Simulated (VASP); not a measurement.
# Ga3F (Pm-3m) in VASP: reference runs

Aim: a first look at Ga3F with PBE, on the cell as given.

All numbers are computed with VASP 6.6.1; they aren't measurements. Logs are shortened: lines on timing, memory, paths and dates and some standing lists are left out, and cuts for length are marked.

**1. Starting point**

Symmetry: Pm-3m, No. 221, cubic system. Conventional cell: a = 4.081 Å, b = 4.081 Å, c = 4.081 Å, α = 90.00°, β = 90.00°, γ = 90.00°. Ga (site symmetry 4/mmm) has 8 Ga at 2.89 Å and 4 F at 2.89 Å as nearest neighbours. Around F (site symmetry m-3m) lie 12 Ga at 2.89 Å.

The cell was built by a generator and needn't be a form met in nature.

**2. Single point, PBE**

INCAR reads:

```
SYSTEM = Ga3F
PREC = Accurate ; ENCUT = 520
EDIFF = 1E-7 ; ISMEAR = -1
SIGMA = 0.05 ; LREAL = .False.
LASPH = .True. ; NELM = 100
ALGO = Normal ; ISIF = 2
LWAVE = .False. ; LCHARG = .False.
GGA = PE ; NBANDS = 31
```

KPOINTS reads:

```
Automatic mesh
0
Gamma
  7 7 7
  0 0 0
```

POSCAR reads:

```
Ga3F
1.0
    4.0807695100      0.0000000000      0.0000000000
    0.0000000000      4.0807695100      0.0000000000
    0.0000000000      0.0000000000      4.0807695100
Ga F
3 1
Direct
    0.5000000000      0.5000000000      0.0000000000
    0.5000000000      0.0000000000      0.5000000000
    0.0000000000      0.5000000000      0.5000000000
    0.0000000000      0.0000000000      0.0000000000
```

Potentials or basis: VASP PAW PBE potentials, release 64 (Ga_d, F).

Started as:

```sh
$ cat potpaw_PBE.64/Ga_d/POTCAR potpaw_PBE.64/F/POTCAR > POTCAR
$ mpirun -np 1 vasp_std > vasp.out
```

OUTCAR:

```text
SYSTEM = Ga3F
   PREC = Accurate
   ENCUT = 520
   EDIFF = 1E-7
   ISMEAR = -1
   LREAL = .False.
   LASPH = .True.
   NELM = 100
   ISIF = 2
   GGA = PE

 ion  position               nearest neighbor table
   1  0.500  0.500  0.000-   2 2.89   3 2.89   2 2.89   3 2.89   2 2.89   2 2.89   3 2.89   3 2.89

   2  0.500  0.000  0.500-   1 2.89   3 2.89   1 2.89   1 2.89   3 2.89   1 2.89   3 2.89   3 2.89

   3  0.000  0.500  0.500-   1 2.89   2 2.89   1 2.89   2 2.89   1 2.89   2 2.89   1 2.89   2 2.89

   4  0.000  0.000  0.000-

  LATTYP: Found a simple cubic cell.
 ALAT       =     4.0807695100

  Lattice vectors:

 A1 = (   4.0807695100,   0.0000000000,   0.0000000000)
 A2 = (   0.0000000000,   4.0807695100,   0.0000000000)
 A3 = (   0.0000000000,   0.0000000000,   4.0807695100)

Analysis of symmetry for initial positions (statically):
=====================================================================
 Subroutine PRICEL returns:
 Original cell was already a primitive cell.

 Routine SETGRP: Setting up the symmetry group for a
 simple cubic supercell.

 Subroutine GETGRP returns: Found 48 space group operations
 (whereof 48 operations were pure point group operations)
 out of a pool of 48 trial point group operations.

The static configuration has the point symmetry O_h .

Analysis of symmetry for dynamics (positions and initial velocities):
=====================================================================
 Subroutine PRICEL returns:
 Original cell was already a primitive cell.

 Routine SETGRP: Setting up the symmetry group for a
 simple cubic supercell.

 Subroutine GETGRP returns: Found 48 space group operations
 (whereof 48 operations were pure point group operations)
 out of a pool of 48 trial point group operations.

The dynamic configuration has the point symmetry O_h .

 Subroutine INISYM returns: Found 48 space group operations
 (whereof 48 operations are pure point group operations),
 and found     1 'primitive' translations

----------------------------------------------------------------------------------------

                                     Primitive cell

  volume of cell :      67.9557

  direct lattice vectors                    reciprocal lattice vectors
     4.080769510  0.000000000  0.000000000     0.245051821  0.000000000  0.000000000
     0.000000000  4.080769510  0.000000000     0.000000000  0.245051821  0.000000000
     0.000000000  0.000000000  4.080769510     0.000000000  0.000000000  0.245051821

  length of vectors
     4.080769510  4.080769510  4.080769510     0.245051821  0.245051821  0.245051821

  position of ions in fractional coordinates (direct lattice)
     0.500000000  0.500000000  0.000000000
     0.500000000  0.000000000  0.500000000
     0.000000000  0.500000000  0.500000000
     0.000000000  0.000000000  0.000000000

  ion indices of the primitive-cell ions
   primitive index   ion index
                 1           1
                 2           2
                 3           3
                 4           4

----------------------------------------------------------------------------------------

 KPOINTS: Automatic mesh

Automatic generation of k-mesh.
 Grid dimensions read from file:
 generate k-points for:    7    7    7

 Generating k-lattice:

  Cartesian coordinates                     Fractional coordinates (reciprocal lattice)
     0.035007403  0.000000000  0.000000000     0.142857143  0.000000000  0.000000000
     0.000000000  0.035007403  0.000000000     0.000000000  0.142857143  0.000000000
     0.000000000  0.000000000  0.035007403     0.000000000  0.000000000  0.142857143

  Length of vectors
     0.035007403  0.035007403  0.035007403

  Shift w.r.t. Gamma in fractional coordinates (k-lattice)
     0.000000000  0.000000000  0.000000000

 Subroutine IBZKPT returns following result:
 ===========================================

 Found     20 irreducible k-points:

 Following reciprocal coordinates:
            Coordinates               Weight
  0.000000  0.000000  0.000000      1.000000
  0.142857  0.000000  0.000000      6.000000
  0.285714  0.000000  0.000000      6.000000
  0.428571  0.000000  0.000000      6.000000
  0.142857  0.142857  0.000000     12.000000
  0.285714  0.142857  0.000000     24.000000
[... 12 lines left out ...]
  0.428571  0.428571  0.285714     24.000000
  0.428571  0.428571  0.428571      8.000000
   k-points           NKPTS =     20   k-points in BZ     NKDIM =     20   number of bands    NBANDS=     31
   number of dos      NEDOS =    301   number of ions     NIONS =      4
   total plane-waves  NPLWV =  27000
   dimension x,y,z NGX =    30 NGY =   30 NGZ =   30
   dimension x,y,z NGXF=    60 NGYF=   60 NGZF=   60
   ions per type =               3   1
   NGX,Y,Z   is equivalent  to a cutoff of  12.22, 12.22, 12.22 a.u.
   NGXF,Y,Z  is equivalent  to a cutoff of  24.44, 24.44, 24.44 a.u.
 SYSTEM =  Ga3F
   PREC   = accura    normal or accurate (medium, high low for compatibility)
   ISTART =      0    job   : 0-new  1-cont  2-samecut
   ICHARG =      2    charge: 1-file 2-atom 10-const
   ISPIN  =      1    spin polarized calculation?
   LNONCOLLINEAR =      F non collinear calculations
   LSORBIT =      F    spin-orbit coupling
   LASPH  =      T    aspherical Exc in radial PAW
   ENCUT  =  520.0 eV  38.22 Ry    6.18 a.u.   7.59  7.59  7.59*2*pi/ulx,y,z
   NELM   =    100;   NELMIN=  2; NELMDL= -5     # of ELM steps
   EDIFF  = 0.1E-06   stopping-criterion for ELM
   LREAL  =      F    real-space projection
   EDIFFG = 0.1E-05   stopping-criterion for IOM
   NSW    =      0    number of steps for IOM
   IBRION =     -1    ionic relax: 0-MD 1-quasi-New 2-CG
   NFREE  =      0    steps in history (QN), initial steepest desc. (CG)
   ISIF   =      2    stress and relaxation
   ISYM   =      2    0-nonsym 1-usesym 2-fastsym
   POTIM  = 0.5000    time-step for ionic-motion
   TEBEG  =    0.0;   TEEND  =   0.0 temperature during run
   PSTRESS=    0.0 pullay stress
   NELECT =      46.0000    total number of electrons
   NUPDOWN=      -1.0000    fix difference up-down
   EMIN   =  10.00;   EMAX   =-10.00  energy-range for DOS
   EFERMI =   0.00;   METHOD = LEGACY
   ISMEAR =    -1;   SIGMA  =   0.05  broadening in eV -4-tet -1-fermi 0-gaus
   EFERMI_NEDOS =   21; number of points for ismear=-14 and -15
   IALGO  =     38    algorithm
   IMIX   =      4    mixing-type and parameters
     AMIX     =   0.40;   BMIX     =  1.00
     AMIX_MAG =   1.60;   BMIX_MAG =  1.00
  volume/ion in A,a.u.               =      16.99       114.65
  Fermi-wavevector in a.u.,A,eV,Ry     =   1.437426  2.716341 28.112254  2.066192
  Thomas-Fermi vector in A             =   2.556505
   LORBIT       =      0    0 simple, 1 ext, 2 COOP (PROOUT), +10 PAW based schemes
   GGA     = PE    functional components
   LHFCALC =     F    Hartree Fock is set to
   AEXX    =    0.0000 exact exchange contribution
   IVDW    =     0    specifies the selected vdW correction
   LEPSILON=     F    determine dielectric tensor
   LRPA    =     F    only Hartree local field effects (RPA)
 non-spin polarized calculation
  energy-cutoff  :      520.00
  volume of cell :       67.96
 maximum number of plane-waves:      1841
   NGX = 15   NGY = 15   NGZ = 15

 number of electron      46.0000073 magnetization

 Free energy of the ion-electron system (eV)
  ---------------------------------------------------
  ext. energy  EPLUGINS =         0.00000000
  ---------------------------------------------------
  free energy    TOTEN  =       -12.43026819 eV

  energy without entropy =      -12.41368409  energy(sigma->0) =      -12.42197614

 E-fermi :   4.7393     XC(G=0): -10.7148

 val. band max:        4.6911347245   @ k =   0.2857   0.0000   0.0000
 cond. band min:       4.7948524285   @ k =   0.1429   0.1429   0.0000
 fundamental gap:      0.1037177039
 Fermi energy:         4.7392533250

 k-point     1 :       0.0000    0.0000    0.0000
  band No.  band energies     occupation
      1     -17.9399      2.00000
      2     -10.5175      2.00000
      3     -10.5175      2.00000
      4     -10.5175      2.00000
      5     -10.5018      2.00000
      6     -10.4384      2.00000
[... 23 lines left out ...]
     30      14.6246      0.00000
     31      14.6248      0.00000

 k-point     2 :       0.1429    0.0000    0.0000
  band No.  band energies     occupation
      1     -17.9355      2.00000
      2     -10.5134      2.00000
      3     -10.4996      2.00000
      4     -10.4996      2.00000
      5     -10.4856      2.00000
      6     -10.4352      2.00000
[... 23 lines left out ...]
     30      13.6311      0.00000
     31      13.7161      0.00000

 k-point     3 :       0.2857    0.0000    0.0000
  band No.  band energies     occupation
      1     -17.9258      2.00000
      2     -10.5036      2.00000
      3     -10.4488      2.00000
      4     -10.4488      2.00000
      5     -10.4473      2.00000
      6     -10.4245      2.00000
[... 23 lines left out ...]
     30      12.9392      0.00000
     31      13.3120      0.00000

 k-point     4 :       0.4286    0.0000    0.0000
  band No.  band energies     occupation
      1     -17.9180      2.00000
      2     -10.4950      2.00000
      3     -10.4306      2.00000
      4     -10.3902      2.00000
      5     -10.3792      2.00000
      6     -10.3792      2.00000
[... 499 lines left out ...]
     30      13.9641      0.00000
     31      14.3811      0.00000

 k-point    19 :       0.4286    0.4286    0.2857
  band No.  band energies     occupation
      1     -17.8961      2.00000
      2     -10.4376      2.00000
      3     -10.4191      2.00000
      4     -10.4121      2.00000
      5     -10.4069      2.00000
      6     -10.3942      2.00000
[... 23 lines left out ...]
     30      14.1673      0.00000
     31      14.5493      0.00000

 k-point    20 :       0.4286    0.4286    0.4286
  band No.  band energies     occupation
      1     -17.8929      2.00000
      2     -10.4431      2.00000
      3     -10.4286      2.00000
      4     -10.4286      2.00000
      5     -10.4079      2.00000
      6     -10.4079      2.00000
[... 23 lines left out ...]
     30      15.6639      0.00000
     31      15.8930      0.00000

------------------------ aborting loop because EDIFF is reached ----------------------------------------

  FORCE on cell =-STRESS in cart. coord.  units (eV):
  Direction    XX          YY          ZZ          XY          YZ          ZX
  --------------------------------------------------------------------------------------
  -------------------------------------------------------------------------------------
  Total        0.6597569      0.6597569      0.6597569     -0.0000000      0.0000000      0.0000000
  in kB       15.5549391     15.5549391     15.5549391     -0.0000000      0.0000000      0.0000000
  external PRESSURE =      15.5549391 kB  Pullay stress =       0.0000000 kB

 VOLUME and BASIS-vectors are now :
 -----------------------------------------------------------------------------
  energy-cutoff  :      520.00
  volume of cell :       67.96
      direct lattice vectors                 reciprocal lattice vectors
     4.080769510  0.000000000  0.000000000     0.245051821  0.000000000  0.000000000
     0.000000000  4.080769510  0.000000000     0.000000000  0.245051821  0.000000000
     0.000000000  0.000000000  4.080769510     0.000000000  0.000000000  0.245051821

 POSITION                                       TOTAL-FORCE (eV/Angst)
 -----------------------------------------------------------------------------------
      2.04038      2.04038      0.00000         0.000000      0.000000      0.000000
      2.04038      0.00000      2.04038         0.000000      0.000000      0.000000
      0.00000      2.04038      2.04038         0.000000      0.000000      0.000000
      0.00000      0.00000      0.00000         0.000000      0.000000      0.000000
 -----------------------------------------------------------------------------------
    total drift:                                0.000000      0.000000     -0.000000

  FREE ENERGIE OF THE ION-ELECTRON SYSTEM (eV)
  ---------------------------------------------------
  free  energy   TOTEN  =       -12.4302681903 eV

  energy  without entropy=      -12.4136840857  energy(sigma->0) =      -12.42197614
```

Run time: 17 s. Hardware: 1 thread of Intel Xeon 6975P-C (Granite Rapids), shared host; peak memory 0.18 GiB.

Results:

| Property | Result |
| --- | --- |
| Free energy | -12.4303 eV |
| Pressure | 1.6 GPa |
| Band gap on the k mesh | none (metal or under the smearing width) |
